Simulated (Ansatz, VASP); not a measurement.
# Cross-check of SiAgW (SiAgW in the AlB2 type) between VASP and Ansatz, part 2 of 2

Wanted: the spread between two codes on one cell, functional and k mesh. The cell is generated by rule, not measured, and may not be a known phase. The cell is taken from a series of runs on this material, whose earlier steps may have relaxed, scaled, displaced or heated it; both programs get it as it stands.

VASP 6.6.1 and Ansatz 0.2.0.

So far: Starting point; VASP: relaxation of cell and atoms, PBE, pair 1; Ansatz: relaxation of cell and atoms, PBE, pair 1; Comparison.

The structure was built from a prototype and need not be the compound's stable phase.

**5. Ansatz: relaxation of cell and atoms, PBE, pair 2**

Level of this step: Ansatz beside VASP: Kohn-Sham DFT, plane waves, PBE (Ansatz).

The relaxed volume is the usual yardstick between codes: in a stiff, nearly cubic crystal its relative difference is about their pressure difference at one cell divided by the bulk modulus.

The cell is taken from a series of runs on this material, whose earlier steps may have relaxed, scaled, displaced or heated it; both programs get it as it stands.

The input, input.yaml:

```yaml
crystal:
  lattice:
    - [4.3987133476, 0.0, 0.0]
    - [-2.1993566738, 3.809397503, 0.0]
    - [0.0, 0.0, 2.7393308517]
  atoms:
    - { symbol: W, position: [0.0, 0.0, 0.0] }
    - { symbol: Si, position: [0.3333333333, 0.6666666667, 0.5] }
    - { symbol: Ag, position: [0.6666666667, 0.3333333333, 0.5] }
kpoints:
  mp_grid: { grid: [9, 9, 10] }
hamiltonian:
  xc: pbe
  pseudopotentials: { kind: paw, azcp: { folder: soft_1 } }
scf:
  occupations: { method: gaussian, width: 0.1 }
output:
  forces: true
  stress: true
  eigenvalues: true
relax:
  adjacent_minimum: "off"
  f_tol: 0.005
  max_steps: 80
  cell: { stress_tol: 0.05 }
```

Run with:

```console
> ansatz run input.yaml --threads 4 --pin off --max-ram 12288MiB --backend cpu --events-out ev --progress --plain --runs-dir out
```

Numbers of over 12 decimals in the logs are rounded to 6 here.

What it wrote:

```text
[...]
Crystal: 3 atoms, lattice volume = 45.901 Å³
Basis set: ecut = 420 eV, 915 PW (Γ), exchange–correlation on 60×60×40 points (8 copies of the dense FFT grid, shifted against one another)
Bands: 23, of which v1, the nominal top of the filled ones, is band 19 counted from 1 (18 counted from 0)
Symmetry: 12 space group operations
[...]
k-points: 72 of 810 (time reversal used)
[...]
k-point 71: bands = [... 15 lower, 15.3276, 16.1823, 16.5772, 18.5529, 19.1614, 19.3193, 20.0624, 21.7492]
--- Relaxed structure (4 steps of the walk, 4 accepted, 1 SCFs on fresh bases) ---
[...]
cell:  # Å, volume = 45.8824 Å³
    - [4.400815, 2.3331311421965715e-19, 0]
    - [-2.200407, 3.811217, 0]
    - [0, 0, 2.735578]
  atoms:
    - { symbol: W, position: [0, 0, 0] }
    - { symbol: Si, position: [0.333333, 0.666667, 0.5] }
    - { symbol: Ag, position: [0.666667, 0.333333, 0.5] }
[key lines of the parts left out:]
SCF converged after 8 iterations
Free energy (F): -18610.842572 eV
Fermi energy:    18.021222 eV
P = ⅓ Tr σ = -0.0009 GPa (-0.009 kbar)
```

**6. VASP: relaxation of cell and atoms, PBE, pair 2**

The same cell, functional, mesh and smearing now go to VASP, with its own data sets.

The input, INCAR:

```
SYSTEM = SiAgW
PREC = Accurate
ENCUT = 600
EDIFF = 1E-07
NELM = 120
ISMEAR = 0
SIGMA = 0.1
LREAL = .FALSE.
ALGO = Normal
GGA = PE
NBANDS = 16
LASPH = .TRUE.
LORBIT = 11
LWAVE = .FALSE.
LCHARG = .FALSE.
ISIF = 3
IBRION = 2
NSW = 80
EDIFFG = -0.005
GGA_COMPAT = .FALSE.
NELMIN = 4
KPAR = 2
```

The input, POSCAR:

```
SiAgW
1.0
    4.3987130000      0.0000000000      0.0000000000
   -2.1993570000      3.8093980000      0.0000000000
    0.0000000000      0.0000000000      2.7393310000
W Si Ag
1 1 1
Direct
    0.0000000000      0.0000000000      0.0000000000
    0.3333333333      0.6666666667      0.5000000000
    0.6666666667      0.3333333333      0.5000000000
```

The input, KPOINTS:

```
Automatic mesh
0
Gamma
9 9 10
0 0 0
```

PAW data sets: W, Si and Ag (PBE family, release 64).

Run with:

```console
> mpirun -np 2 vasp_std
```

What it wrote:

```text
[... set-up lines as in an earlier step ...]
 entering main loop
       N       E                     dE             d eps       ncg     rms          rms(c)
DAV:   1     0.969786432700E+02    0.96979E+02   -0.10533E+04  2304   0.132E+03
DAV:   2    -0.181949706915E+02   -0.11517E+03   -0.11142E+03  2872   0.282E+02
DAV:   3    -0.212875493148E+02   -0.30926E+01   -0.30332E+01  2960   0.434E+01
DAV:   4    -0.213119580565E+02   -0.24409E-01   -0.24394E-01  2784   0.434E+00
[...]
DAV:  12    -0.196525088250E+02    0.72792E-05   -0.24819E-05  2952   0.326E-02    0.159E-02
DAV:  13    -0.196525095737E+02   -0.74872E-06   -0.35548E-06  2736   0.199E-02    0.181E-03
DAV:  14    -0.196525095008E+02    0.72971E-07   -0.16345E-07  1832   0.463E-03
   1 F= -.19652510E+02 E0= -.19647188E+02  d E =-.196525E+02
[...]
2 F= -.19650749E+02 E0= -.19645655E+02  d E =0.176070E-02
[...]
3 F= -.19653730E+02 E0= -.19648500E+02  d E =-.122046E-02
[...]
4 F= -.19653730E+02 E0= -.19648498E+02  d E =-.122007E-02
[...]
5 F= -.19653779E+02 E0= -.19648582E+02  d E =-.491944E-04
 trial-energy change:   -0.000049  1 .order   -0.000050   -0.000103    0.000002
 step:   0.8555(harm=  0.8565)  dis= 0.00000  next Energy=   -19.653779 (dE=-0.492E-04)
 reached required accuracy - stopping structural energy minimisation
```

From OUTCAR (step 6):

```text
  Total       -0.0058016     -0.0058016     -0.0056698      0.0000000     -0.0000000      0.0000000
  in kB       -0.2036951     -0.2036951     -0.1990688      0.0000000     -0.0000000      0.0000000
  external PRESSURE =      -0.2021530 kB  Pullay stress =       0.0000000 kB

 POSITION                                       TOTAL-FORCE (eV/Angst)
 -----------------------------------------------------------------------------------
      2.19724      3.80573     -0.00000        -0.000000      0.000000      0.000000
     -0.00000      2.53716      1.36427        -0.000000      0.000000      0.000000
      2.19724      1.26858      1.36427         0.000000     -0.000000     -0.000000
 -----------------------------------------------------------------------------------
    total drift:                                0.000001      0.000002     -0.000000

  FREE ENERGIE OF THE ION-ELECTRON SYSTEM (eV)
  ---------------------------------------------------
  free  energy   TOTEN  =       -19.6537787648 eV

  energy  without entropy=      -19.6433851407  energy(sigma->0) =      -19.64858195

[... 1 part as in an earlier step ...]

[... 3 further parts left out ...]
[key lines of the parts left out:]
E-fermi :   9.5681
```

**7. Differences**

What differs besides the data sets and the points named for the pairs above, as far as they apply: the data sets hold 37 valence electrons in Ansatz (on its PAW soft_1 files) and 21 in VASP. Total energies have different zeros and are not compared.

The two programs side by side:

| quantity | Ansatz | VASP | difference |
| --- | --- | --- | --- |
| volume (Å³) | 45.88 | 45.63 | +0.55 % |
| edge a after relaxation, in the typed setting (Å) | 4.401 | 4.394 | +0.14 % |
| edge c after relaxation, in the typed setting (Å) | 2.736 | 2.728 | +0.26 % |

**8. VASP: zone-centre phonons, PBE**

Second derivatives magnify differences that forces hide, and they need a tight electronic threshold.

The input, INCAR:

```
SYSTEM = SiAgW
PREC = Accurate
ENCUT = 600
EDIFF = 1E-08
NELM = 120
ISMEAR = 1
SIGMA = 0.2
LREAL = .FALSE.
ALGO = Normal
GGA = PE
NBANDS = 16
LASPH = .TRUE.
LORBIT = 11
LWAVE = .FALSE.
LCHARG = .FALSE.
ISIF = 2
IBRION = 8
GGA_COMPAT = .FALSE.
KPAR = 2
```

The input, POSCAR:

```
SiAgW
1.0
    4.4017689684      0.0000000000      0.0000000000
   -2.2008844842      3.8120437482      0.0000000000
    0.0000000000      0.0000000000      2.7345395667
W Si Ag
1 1 1
Direct
    0.0000000000      0.0000000000      0.0000000000
    0.3333333333      0.6666666667      0.5000000000
    0.6666666667      0.3333333333      0.5000000000
```

The input, KPOINTS:

```
Automatic mesh
0
Gamma
4 4 6
0 0 0
```

Run with:

```console
> mpirun -np 2 vasp_std
```

What it wrote:

```text
[... set-up lines as in an earlier step ...]
 entering main loop
       N       E                     dE             d eps       ncg     rms          rms(c)
DAV:   1     0.944687904292E+02    0.94469E+02   -0.10509E+04   512   0.131E+03
DAV:   2    -0.182874899494E+02   -0.11276E+03   -0.10913E+03   648   0.278E+02
DAV:   3    -0.212848066741E+02   -0.29973E+01   -0.29733E+01   664   0.429E+01
DAV:   4    -0.213083405327E+02   -0.23534E-01   -0.23518E-01   584   0.429E+00
[...]
DAV:  15    -0.196306525184E+02    0.79761E-07   -0.72426E-09   408   0.697E-04    0.344E-04
DAV:  16    -0.196306524455E+02    0.72915E-07   -0.22740E-09   336   0.356E-04    0.146E-04
DAV:  17    -0.196306524513E+02   -0.58067E-08   -0.29171E-10   280   0.160E-04
   1 F= -.19630652E+02 E0= -.19630149E+02  d E =-.150926E-02
 Linear response reoptimize wavefunctions to high precision
DAV:   1    -0.196306524502E+02    0.10518E-08   -0.49249E-11   344   0.625E-05
DAV:   2    -0.196306524503E+02   -0.70486E-11   -0.76830E-12   296   0.277E-05
 Linear response DOF=           6
 Linear response progress:
[...]
RMM:  10    -0.302920589318E+00    0.47744E-06   -0.10172E-07  2251   0.763E-05    0.124E-05
RMM:  11    -0.302920537349E+00    0.51968E-07   -0.13579E-08  2299   0.399E-05    0.458E-06
RMM:  12    -0.302920538031E+00   -0.68165E-09   -0.20944E-08  2277   0.284E-05    0.163E-06
 first order change of Fermi-energy   0.73709E-04
 force on displaced ion       3 direction 1 :  -9.932   0.002   0.000
 Linear response progress:
  Degree of freedom:   6/  6
       N       E                     dE             d eps       ncg     rms          rms(c)
RMM:   1    -0.286291578210E+00   -0.28629E+00   -0.19775E-01  1013   0.370E+00
RMM:   2    -0.284154794958E+00    0.21368E-02   -0.21856E-03   877   0.393E-01    0.119E-01
RMM:   3    -0.283517980683E+00    0.63681E-03   -0.39230E-04   894   0.126E-01    0.621E-02
RMM:   4    -0.283218332134E+00    0.29965E-03   -0.47798E-04   884   0.133E-01    0.113E-02
[...]
RMM:  11    -0.283111366551E+00   -0.14812E-07   -0.16689E-08   951   0.346E-05    0.247E-06
RMM:  12    -0.283111398918E+00   -0.32367E-07   -0.80945E-09   860   0.310E-05    0.315E-07
RMM:  13    -0.283111397368E+00    0.15498E-08   -0.46652E-09   437   0.292E-05    0.201E-07
 first order change of Fermi-energy   0.23280E-03
 force on displaced ion       3 direction 3 :  -0.000   0.000  -3.774
 Linear response finished
```

Parts of OUTCAR (step 8):

```text
  Total       -0.1397734     -0.1397734     -0.4576301      0.0000000     -0.0000000      0.0000000
  in kB       -4.8805165     -4.8805165    -15.9792308      0.0000000     -0.0000000      0.0000000
  external PRESSURE =      -8.5800879 kB  Pullay stress =       0.0000000 kB

 POSITION                                       TOTAL-FORCE (eV/Angst)
 -----------------------------------------------------------------------------------
      0.00000      0.00000      0.00000         0.000000      0.000000      0.000000
     -0.00000      2.54136      1.36727         0.000000      0.000000      0.000000
      2.20088      1.27068      1.36727        -0.000000      0.000000      0.000000
 -----------------------------------------------------------------------------------
    total drift:                               -0.000000      0.000000     -0.000000

[... 2 further parts left out ...]
```

**9. Ansatz: zone-centre phonons, PBE**

The same cell, functional, mesh and smearing now go to Ansatz, which takes its cutoff from its data sets.

The cell is taken from a series of runs on this material, whose earlier steps may have relaxed, scaled, displaced or heated it; both programs get it as it stands.

The input, input.yaml:

```yaml
crystal:
  lattice:
    - [4.4017689684, 0.0, 0.0]
    - [-2.2008844842, 3.8120437482, 0.0]
    - [0.0, 0.0, 2.7345395667]
  atoms:
    - { symbol: W, position: [0.0, 0.0, 0.0] }
    - { symbol: Si, position: [0.3333333333, 0.6666666667, 0.5] }
    - { symbol: Ag, position: [0.6666666667, 0.3333333333, 0.5] }
kpoints:
  mp_grid: { grid: [4, 4, 6] }
hamiltonian:
  xc: pbe
  pseudopotentials: { kind: paw, azcp: { folder: soft_1 } }
scf:
  occupations: { method: methfessel_paxton, width: 0.2 }
output:
  eigenvalues: true
phonons:
  method: dfpt
  qmesh: [2, 2, 2]
  temperatures: { t_max: 1000, t_step: 50 }
  qpath:
    path:
      - [[0.0, 0.0, 0.0], [0.5, 0.0, 0.0], [0.33333333, 0.33333333, 0.0], [0.0, 0.0, 0.0], [0.0, 0.0, 0.5], [0.5, 0.0, 0.5], [0.33333333, 0.33333333, 0.5], [0.0, 0.0, 0.5]]
      - [[0.5, 0.0, 0.5], [0.5, 0.0, 0.0]]
      - [[0.33333333, 0.33333333, 0.5], [0.33333333, 0.33333333, 0.0]]
    npoints: 10
```

Run with:

```console
> ansatz run input.yaml --threads 4 --pin off --max-ram 12288MiB --backend cpu --events-out ev --progress --plain --runs-dir out
```

What it wrote:

```text
[...]
Crystal: 3 atoms, lattice volume = 45.885 Å³
Basis set: ecut = 420 eV, 915 PW (Γ), exchange–correlation on 60×60×40 points (8 copies of the dense FFT grid, shifted against one another)
Bands: 23, of which v1, the nominal top of the filled ones, is band 19 counted from 1 (18 counted from 0)
Symmetry: 12 space group operations
k-points: 16 of 96 (time reversal used)
[...]
largest difference from the sums on the solved wave vectors: F 1.24e-1 eV, S 1.66e-4 and C_V 4.27e-5 eV/K
  zero-point energy: 0.081060 eV/cell   skipped modes (ω ≤ 0): 222, of them read as no rigid motion or as one in doubt: 219 (6.317e-1 modes/cell left out, lowest -56.74 cm⁻¹)   left out of the sums: 7.03e-2 of the cell's modes: C_V's classical limit lies that fraction below 3 k_B per atom; for a crystal, a wire or a layer, F and S can be off by more, and a phonons.interpolated_qmesh denser along its periods is the remedy for the sampling
[key lines of the parts left out:]
SCF converged after 9 iterations
Free energy (F): -18610.821617 eV
Fermi energy:    18.001416 eV
```

**10. Differences**

What differs besides the data sets and the points named for the pairs above, as far as they apply: VASP's run holds the zone centre alone; the data sets hold 37 valence electrons in Ansatz (on its PAW soft_1 files) and 21 in VASP. Total energies have different zeros and are not compared.

Compared:

| quantity | Ansatz | VASP | difference |
| --- | --- | --- | --- |
| optical mode 1 (cm⁻¹) | 68.9 | 66.1 | +4.29 % |
| optical mode 2 (cm⁻¹) | 122.1 | 121.1 | +0.90 % |
| optical mode 3 to 4 (cm⁻¹) | 151.1 | 149.7 | +0.93 % |
| optical mode 5 to 6 (cm⁻¹) | 269.2 | 269.1 | +0.02 % |

Modes are paired by rising frequency, not by their patterns, so a pair may set unlike modes beside each other; they are those without the splitting of longitudinal modes.

**11. Summary of results**

```json
{"difference in volume (relaxation of cell and atoms, PBE, pair 1)": "0.55 %", "difference in volume (relaxation of cell and atoms, PBE, pair 2)": "0.55 %", "r.m.s. difference of the optical zone-centre modes, each program's sorted by frequency (zone-centre phonons, PBE)": "1.5 cm⁻¹", "difference in optical mode 1 (zone-centre phonons, PBE)": "+4.3 %"}
```

What this shows: The difference in volume is 0.55 % (relaxation of cell and atoms, PBE, pair 1), within the 1.2 % picked in this series as the mark of a large difference, as far as the stopping tolerances let one tell. The data sets hold unlike numbers of valence electrons (37 in Ansatz and 21 in VASP), so part of the differences comes from the potentials. Among the rows given in per cent, the largest difference of the zone-centre phonons, PBE pair is in optical mode 1, +4.3 %. 1 further run of this series is not shown here. Such differences can come from data sets, numerical settings and the points named under the comparisons, not from the functional's error against experiment.

[Lines on the potential files, build, host, timing and source positions are cut from VASP's logs without a mark.]

[Logs are printed without paths, hosts, clocks, repeated set-up lines and the standing remarks that a program may print on its own settings, such as how far it seeks lower states.]

[Hosts, paths, dates, database ids (printed as entryN), source tags and the programs' standing remarks are cut or masked in the printed files.]
